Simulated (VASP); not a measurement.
Elastic constants (GPa) of a crystal from LDA (Ceperley-Alder, Perdew-Zunger), VASP's LDA PAW potentials (set 64) (VASP):

```csv
,xx,yy,zz,yz,xz,xy
xx,694.2,116.5,116.5,0.0,0.0,0.0
yy,116.5,694.2,116.5,0.0,0.0,0.0
zz,116.5,116.5,694.2,0.0,0.0,0.0
yz,0.0,0.0,0.0,134.7,0.0,0.0
xz,0.0,0.0,0.0,0.0,134.7,0.0
xy,0.0,0.0,0.0,0.0,0.0,134.7
```

Finite-difference elastic constants of metals are sensitive to mesh and smearing; shear constants can be off by tens of GPa.

Question: Work out the Voigt, Reuss and Hill moduli, Young's modulus and Poisson's ratio.

Answer: All eigenvalues are positive (smallest 134.7 GPa), so the crystal is stable. K_V = (C11+C22+C33+2(C12+C13+C23))/9 = (2082.6 + 2×349.5)/9 = 309.1 GPa; G_V = (2082.6 − 349.5 + 3×404.1)/15 = 196.4 GPa. From the compliances, K_R = 309.1 GPa and G_R = 171.3 GPa. Hill: K = 309.1 GPa, G = 183.8 GPa, E = 9KG/(3K+G) = 460.2 GPa, ν = (3K−2G)/(2(3K+G)) = 0.252. K/G = 1.68, below Pugh's 1.75; universal anisotropy A^U = 0.73.

Question: With a density of 14.39 g/cm³, what are the mean sound speeds?

Answer: v_l = √((K+4G/3)/ρ) = 6.21 km/s and v_t = √(G/ρ) = 3.57 km/s. The crystal is HfN (space group Fm-3m), cubic.

The structure comes from a computed database's HfN entry (Fm-3m); how it stands against other phases isn't given here. It was relaxed first. The electron count is odd and the run is not spin-polarised, which forces a metal.
